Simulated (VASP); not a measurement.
## TiTe2 with and without spin-orbit coupling

Aim: run bands, DOS and a relaxation of TiTe2 twice, without and with spin-orbit coupling. All runs use PBE. Left out of this account: 1 further run (self-consistent run: a reference on another mesh). The start is a cell from a database of measured crystal structures.

Method: PBE, no spin polarisation; plane waves and PAW (Ti_sv, Te), in the first sound run; inputs show where later runs differ, in VASP 6.6.1.

## (1) Set-up

Symmetry: P-3m1, No. 164, trigonal system. Conventional cell: a = 3.777 Å, b = 3.777 Å, c = 6.498 Å, α = 90.00°, β = 90.00°, γ = 120.00°. Nearest to Ti lie 6 Te at 2.77 Å. Nearest to Te lie 3 Ti at 2.77 Å. Farther neighbours and most contacts between anions are not listed.

## (2) Band structure (PBE)

Levels along the symmetry lines show where the bands peak and cross; KPOINTS_OPT computes them in the converged potential. PBE, the usual starting point, adds the gradient of the density.

The input, INCAR:

```
SYSTEM = TiTe2
PREC = Accurate
ENCUT = 400
EDIFF = 1E-06
NELM = 100
ISMEAR = -1
SIGMA = 0.05
LREAL = .FALSE.
ALGO = Normal
GGA = PE
NBANDS = 25
LASPH = .TRUE.
LORBIT = 11
LWAVE = .FALSE.
LCHARG = .FALSE.
KPAR = 4
```

The input, POSCAR:

```
TiTe2
1.0
    3.7770000000      0.0000000000      0.0000000000
   -1.8885000000      3.2709779501      0.0000000000
    0.0000000000      0.0000000000      6.4980000000
Ti Te
1 2
Direct
    0.0000000000      0.0000000000      0.0000000000
    0.6666666667      0.3333333333      0.2628000000
    0.3333333333      0.6666666667      0.7372000000
```

The input, KPOINTS:

```
Automatic mesh
0
Gamma
8 8 4
0 0 0
```

The input, KPOINTS_OPT:

```
Line mode
16
Line-mode
Reciprocal
  0.00000000   0.00000000   0.00000000 GAMMA
  0.50000000   0.00000000   0.00000000 M

  0.50000000   0.00000000   0.00000000 M
  0.33333333   0.33333333   0.00000000 K

  0.33333333   0.33333333   0.00000000 K
  0.00000000   0.00000000   0.00000000 GAMMA

  0.00000000   0.00000000   0.00000000 GAMMA
  0.00000000   0.00000000   0.50000000 A

  0.00000000   0.00000000   0.50000000 A
  0.50000000   0.00000000   0.50000000 L

  0.50000000   0.00000000   0.50000000 L
  0.33333333   0.33333333   0.50000000 H

  0.33333333   0.33333333   0.50000000 H
  0.00000000   0.00000000   0.50000000 A

  0.50000000   0.00000000   0.50000000 L
  0.50000000   0.00000000   0.00000000 M

  0.33333333   0.33333333   0.00000000 K
  0.33333333   0.33333333   0.50000000 H
```

The projector-augmented-wave data sets are Ti_sv and Te (PBE family, release 64).

Run with:

```console
> mpirun -np 4 vasp_std
```

The log of the run:

```text
[banner, memory and clock lines left out]
running    4 mpi-ranks, on    1 nodes
 distrk:  each k-point on    1 cores,    4 groups
 distr:  one band on    1 cores,    1 groups

 POSCAR found type information on POSCAR TiTe
 POSCAR found :  2 types and       3 ions
 LDA part: xc-table for (Slater+PW92), standard interpolation
 POSCAR, INCAR and KPOINTS ok, starting setup
 FFT: planning ... GRIDC
 FFT: planning ... GRID_SOFT
 FFT: planning ... GRID
 WAVECAR not read
 entering main loop
       N       E                     dE             d eps       ncg     rms          rms(c)
DAV:   1     0.166048808246E+03    0.16605E+03   -0.88593E+03  1750   0.737E+02
DAV:   2    -0.503195225119E+01   -0.17108E+03   -0.16338E+03  1923   0.224E+02
DAV:   3    -0.180148101627E+02   -0.12983E+02   -0.12754E+02  2421   0.629E+01
DAV:   4    -0.184460625470E+02   -0.43125E+00   -0.43003E+00  2137   0.110E+01
DAV:   5    -0.184596673855E+02   -0.13605E-01   -0.13604E-01  2349   0.198E+00    0.121E+01
DAV:   6    -0.186467835339E+02   -0.18712E+00   -0.30028E+01  1869   0.284E+01    0.146E+01
DAV:   7    -0.165033278505E+02    0.21435E+01   -0.30961E+01  2026   0.246E+01    0.541E+00
DAV:   8    -0.162209296749E+02    0.28240E+00   -0.19002E+00  1940   0.753E+00    0.152E+00
DAV:   9    -0.162249992650E+02   -0.40696E-02   -0.69548E-02  2059   0.144E+00    0.115E+00
DAV:  10    -0.162127799647E+02    0.12219E-01   -0.10499E-01  1891   0.166E+00    0.422E-01
DAV:  11    -0.162131468271E+02   -0.36686E-03   -0.11965E-02  1870   0.635E-01    0.262E-01
DAV:  12    -0.162126668992E+02    0.47993E-03   -0.35479E-03  2136   0.321E-01    0.116E-01
DAV:  13    -0.162126400666E+02    0.26833E-04   -0.25771E-04  2029   0.991E-02    0.320E-02
DAV:  14    -0.162126381922E+02    0.18744E-05   -0.47739E-05  2147   0.330E-02    0.168E-02
DAV:  15    -0.162126367216E+02    0.14706E-05   -0.58265E-06  1997   0.164E-02    0.645E-03
DAV:  16    -0.162126367746E+02   -0.53024E-07   -0.73033E-07  1125   0.395E-03
   1 F= -.16212637E+02 E0= -.16206927E+02  d E =-.114195E-01
 Start KPOINTS_OPT (optional k-point list driver)
k-point batch [1-35\144]
       N       E                     dE             ncg
DAV:   1    -0.179626072973E+04   -0.21130E+05     1758
DAV:   2    -0.752996817966E+04   -0.57337E+04     1921
DAV:   3    -0.794614563142E+04   -0.41618E+03     2422
DAV:   4    -0.795850120818E+04   -0.12356E+02     2118
DAV:   5    -0.795884886770E+04   -0.34766E+00     2276
DAV:   6    -0.795885912108E+04   -0.10253E-01     2170
DAV:   7    -0.795885953748E+04   -0.41641E-03     2246
DAV:   8    -0.795885955769E+04   -0.20205E-04     1978
DAV:   9    -0.795885955866E+04   -0.97659E-06     1620
[...]
k-point batch [141-144\144]
       N       E                     dE             ncg
DAV:   1     0.209730113907E+05   -0.32771E+04      200
DAV:   2     0.203040673561E+05   -0.66894E+03      224
DAV:   3     0.202553723535E+05   -0.48695E+02      303
DAV:   4     0.202542408492E+05   -0.11315E+01      224
DAV:   5     0.202542120896E+05   -0.28760E-01      247
DAV:   6     0.202542112124E+05   -0.87714E-03      239
DAV:   7     0.202542111787E+05   -0.33722E-04      239
DAV:   8     0.202542111772E+05   -0.14952E-05      224
DAV:   9     0.202542111772E+05   -0.59932E-07      175
```

The job ended after 23 s (4 MPI ranks of AMD EPYC 9R45, shared host; peak memory 0.84 GiB; 77 s of CPU time).

The logs omit lines about the potential files and the build; timing stands in the text.

From OUTCAR (step 2):

```text
ion  position               nearest neighbor table
   1  0.000  0.000  0.000-   2 2.77   3 2.77   2 2.77   3 2.77   2 2.77   3 2.77
   2  0.667  0.333  0.263-   1 2.77   1 2.77   1 2.77
   3  0.333  0.667  0.737-   1 2.77   1 2.77   1 2.77

  LATTYP: Found a hexagonal cell.
 ALAT       =     3.7770000000
 C/A-ratio  =     1.7204130262

 Subroutine GETGRP returns: Found 12 space group operations
 (whereof 12 operations were pure point group operations)

The static configuration has the point symmetry D_3d.

 Found     35 irreducible k-points:

   k-points           NKPTS =     35   k-points in BZ     NKDIM =     35   number of bands    NBANDS=     25

   dimension x,y,z NGX =    28 NGY =   28 NGZ =   42
   dimension x,y,z NGXF=    56 NGYF=   56 NGZF=   84

   ENCUT  =  400.0 eV  29.40 Ry    5.42 a.u.   6.16  6.16 10.60*2*pi/ulx,y,z

   NELECT =      24.0000    total number of electrons

 k-points in reciprocal lattice and weights: Automatic mesh
   0.00000000  0.00000000  0.00000000       0.004
   0.12500000  0.00000000  0.00000000       0.023
   0.25000000  0.00000000  0.00000000       0.023
   0.37500000  0.00000000  0.00000000       0.023
   0.50000000  0.00000000  0.00000000       0.012
   0.12500000  0.12500000  0.00000000       0.023
   0.25000000  0.12500000  0.00000000       0.047
   0.37500000  0.12500000  0.00000000       0.047
   0.25000000  0.25000000  0.00000000       0.023
[...]
0.25000000  0.25000000  0.50000000       0.023
   0.37500000  0.25000000  0.50000000       0.023

 average (electrostatic) potential at core
       1 -74.7449       2 -87.3502       3 -87.3502

 E-fermi :   6.8091

 k-point     1 :       0.0000    0.0000    0.0000
  band No.  band energies     occupation
    ...
      5      -5.5797      2.00000
      6      -4.0788      2.00000
      7       1.6029      2.00000
      8       5.1390      2.00000
      9       5.1390      2.00000
     10       7.1687      0.00150
     11       7.2128      0.00062
     12       7.2128      0.00062
     13       7.3972      0.00002
     14       7.8912      0.00000
    ...

 k-point     2 :       0.1250    0.0000    0.0000
  band No.  band energies     occupation
    ...
      7       1.8136      2.00000
      8       4.7265      2.00000
      9       5.1614      2.00000
     10       6.1883      1.99999
     11       6.7629      1.43141
     12       7.1276      0.00342
     13       7.2052      0.00072
     14       7.8434      0.00000
     15       8.0847      0.00000
     16       9.5442      0.00000
    ...

 k-point     3 :       0.2500    0.0000    0.0000
  band No.  band energies     occupation
    ...
      8       3.7742      2.00000
      9       4.4557      2.00000
     10       5.1795      2.00000
     11       6.1647      1.99999
     12       6.2518      1.99997
     13       7.0137      0.03283
     14       8.0082      0.00000
     15       8.0643      0.00000
     16       9.7224      0.00000
     17       9.9501      0.00000
    ...

  Total        0.2907018      0.2907018      0.5778494      0.0000000      0.0000000      0.0000000
  in kB        5.8016821      5.8016821     11.5324329      0.0000000      0.0000000      0.0000000
  external PRESSURE =       7.7119324 kB  Pullay stress =       0.0000000 kB

  energy-cutoff  :      400.00
  volume of cell :       80.28
      direct lattice vectors                 reciprocal lattice vectors
     3.777000000  0.000000000  0.000000000     0.264760392  0.152859484  0.000000000
    -1.888500000  3.270977950  0.000000000     0.000000000  0.305718967  0.000000000
     0.000000000  0.000000000  6.498000000     0.000000000  0.000000000  0.153893506

 POSITION                                       TOTAL-FORCE (eV/Angst)
 -----------------------------------------------------------------------------------
      0.00000      0.00000      0.00000        -0.000000      0.000000      0.000000
      1.88850      1.09033      1.70767         0.000000      0.000000      0.024541
     -0.00000      2.18065      4.79033        -0.000000     -0.000000     -0.024541
 -----------------------------------------------------------------------------------
    total drift:                                0.000000     -0.000000     -0.000000

  FREE ENERGIE OF THE ION-ELECTRON SYSTEM (eV)
  ---------------------------------------------------
  free  energy   TOTEN  =       -16.2126367746 eV

  energy  without entropy=      -16.2012173069  energy(sigma->0) =      -16.20692704

 total charge
# of ion       s       p       d       tot
------------------------------------------
    1        2.166   6.121   1.872  10.158
    2        1.383   1.997   0.038   3.418
    3        1.383   1.997   0.038   3.418
--------------------------------------------------
tot          4.931  10.114   1.948  16.993

[... 3 further parts left out ...]
```

This run has no spin polarisation, although Ti can carry a moment. The k-mesh is coarse for a metal. Spin-orbit coupling is off here; with elements this heavy it splits and shifts levels by tenths of an eV or more.

This step gave:

```
SCF cycles              : 16
electrons               : 24
bands                   : 25
irreducible k-points    : 35
symmetry operations     : 12
free energy (TOTEN)     : -16.21 eV
energy at zero smearing : -16.21 eV
Fermi energy            : 6.809 eV
pressure                : 0.7712 GPa
metallic                : yes
```

The electronic bands at the labelled points (eV, zero at the Fermi level; # counts the bands kept, so #1 is VASP's band 7):

```csv
point,#3,#4,#5,#6,#7,#8,#9,#10
Γ,-1.67,0.36,0.40,0.40,0.59,1.08,1.08,3.07
0.47 of the way,-2.15,-1.63,-0.57,-0.41,0.22,1.17,1.27,2.88
M,-2.70,-2.38,-1.74,-1.12,0.03,1.15,1.49,2.42
0.53 of the way,-2.68,-2.65,-2.26,-1.99,0.83,1.23,1.44,2.33
K,-3.65,-2.35,-2.33,-2.33,0.99,1.43,1.43,2.07
0.47 of the way,-2.98,-2.01,-1.61,-0.78,0.46,1.33,1.48,2.15
Γ,-1.67,0.36,0.40,0.40,0.59,1.08,1.08,3.07
0.47 of the way,-1.64,-0.88,0.40,0.40,0.93,0.93,0.95,3.27
A,-1.60,-1.60,0.39,0.39,0.77,0.77,1.04,3.50
0.47 of the way,-2.07,-1.65,-1.42,-0.54,0.33,1.42,1.62,2.20
L,-2.40,-2.02,-0.97,-0.60,-0.26,1.15,1.47,2.62
0.47 of the way,-2.55,-2.47,-1.66,-1.27,0.36,1.19,1.35,2.39
H,-3.68,-3.21,-1.69,-1.69,0.99,1.00,1.00,2.99
0.53 of the way,-2.15,-1.60,-1.45,-1.33,0.64,1.10,1.73,2.27
A,-1.60,-1.60,0.39,0.39,0.77,0.77,1.04,3.50
jump to L,-2.40,-2.02,-0.97,-0.60,-0.26,1.15,1.47,2.62
0.47 of the way,-2.55,-1.92,-1.59,-0.82,-0.05,1.15,1.48,2.87
M,-2.70,-2.38,-1.74,-1.12,0.03,1.15,1.49,2.42
jump to K,-3.65,-2.35,-2.33,-2.33,0.99,1.43,1.43,2.07
0.47 of the way,-3.86,-2.67,-2.02,-2.02,0.99,1.20,1.20,2.47
H,-3.68,-3.21,-1.69,-1.69,0.99,1.00,1.00,2.99
```

Of the projections kept (Ti, Te), the largest for each band there; the rest of the weight can lie on other orbitals:

```csv
point,#3,#4,#5,#6,#7,#8,#9,#10
Γ,Ti 0.60,Ti 0.94,Ti 0.98,Ti 0.98,Te 0.97,Te 0.97,Te 0.97,Ti 0.53
M,Te 0.90,Te 0.55,Ti 0.55,Te 0.93,Ti 0.84,Ti 1.00,Ti 0.97,Ti 0.86
K,Te 0.71,Te 0.89,Te 0.72,Te 0.72,Ti 0.97,Ti 0.89,Ti 0.89,Ti 0.88
Γ,Ti 0.60,Ti 0.94,Ti 0.98,Ti 0.98,Te 0.97,Te 0.97,Te 0.97,Ti 0.53
A,Ti 0.63,Ti 0.63,Ti 0.97,Ti 0.97,Te 0.97,Te 0.97,Ti 0.83,Ti 0.52
L,Te 0.58,Te 0.51,Te 0.92,Te 0.91,Ti 0.91,Ti 1.00,Ti 0.98,Ti 0.71
```

There is no gap at this level.

(Continued in part 2 of 4.)

[Lines on the potential files, build, host, timing and source positions are cut from VASP's logs without a mark.]

[Logs are printed without paths, hosts, clocks, repeated set-up lines and the standing remarks that a program may print on its own settings, such as how far it seeks lower states.]

[Hosts, paths, dates, database ids (printed as entryN), source tags and the programs' standing remarks are cut or masked in the printed files.]

[A measured line is paired with the nearest computed mode of its activity, which favours agreement.]
